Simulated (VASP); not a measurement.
Data:

```yaml
crystal:
  lattice:
    - [0.00000, 1.99031, 1.99031]
    - [1.99031, 0.00000, 1.99031]
    - [1.99031, 1.99031, 0.00000]
  atoms:
    - { symbol: Pd, position: [0.00000, 0.00000, 0.00000] }
```

The numbers are results of PBE GGA, VASP's PBE PAW potentials (set 64) (plane waves; VASP 6.6.1), not measurements. Run with 520 eV cut-off, 16×16×16 Γ-centred mesh, first-order Methfessel-Paxton smearing of 0.10 eV, potentials Pd.

### Question
Give the stress tensor in GPa (positive for a compressed cell).

### Answer

```
-4.73   0.00   0.00
 0.00  -4.73   0.00
 0.00   0.00  -4.73
```
The pressure is its mean diagonal, -4.73 GPa.

The compound is Pd in the fcc structure. This cell is one point of a volume scan, at 1.03 of the reference volume.
